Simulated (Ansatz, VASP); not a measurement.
# Two plane-wave programs on KRu

```
K Ru
1.0
     2.82142    0.00000    0.00000
    -1.41071    2.44342    0.00000
     0.00000    0.00000    5.74680
K Ru
1 1
Cartesian
  0.0000 1.6289 2.8734
  0.0000 0.0000 0.0000
```

Alike in both runs: functional PBE; k mesh 24 × 24 × 10; occupations gaussian, width 0.1 eV; no spin polarisation.

Ansatz relaxed the structure, and its values are those at the end. VASP's run is a single point on that final structure, the one shown.

|  | VASP | Ansatz |
| --- | --- | --- |
| version | VASP 6.6.1 | Ansatz 0.2.0 |
| potentials or method | VASP PAW PBE potentials, release 64 (K_sv, Ru_pv) | scalar-relativistic, plane waves, PAW |
| plane-wave cutoff (eV) | 520 | 420 |
| valence electrons in the cell | 23 | 25 |

VASP gave:

```
gap on the k mesh at the Fermi level (eV) : none
pressure (GPa)                            : 0.3
```

Estimate Ansatz's values.

gap on the k mesh at the Fermi level (eV): none; pressure (GPa): 0.0.

A gap of «none» marks a metal or a gap that the smearing closes. The two sets of potentials don't hold the same shells in valence.
